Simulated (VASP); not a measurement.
Here is the system:

```yaml
crystal:
  lattice:
    - [0.00000, 3.57678, 3.57678]
    - [3.57678, 0.00000, 3.57678]
    - [3.57678, 3.57678, 0.00000]
  atoms:
    - { symbol: K, position: [0.00000, 0.00000, 0.00000] }
    - { symbol: I, position: [0.50000, 0.50000, 0.50000] }
```

These are AM05 GGA, VASP's PBE PAW potentials (set 64) (plane waves; VASP) values and carry that method's errors. Settings: 520 eV cut-off, 7×7×7 Γ-centred mesh, tetrahedra with Blöchl corrections, potentials K_sv I.

Unless said otherwise, spin-orbit coupling is left out, though it shifts the bands of the heavy elements here.

Task: Predict the energy per atom (σ→0), band gap (on the k-mesh) with the smallest direct gap where there is one.

Result: 
```yaml
band gap (on the k-mesh): 3.94 eV
smallest direct gap (on the k-mesh): 3.94 eV
energy per atom (σ→0): -2.737 eV/atom
```

The compound is KI in the rock salt structure. It was relaxed first.
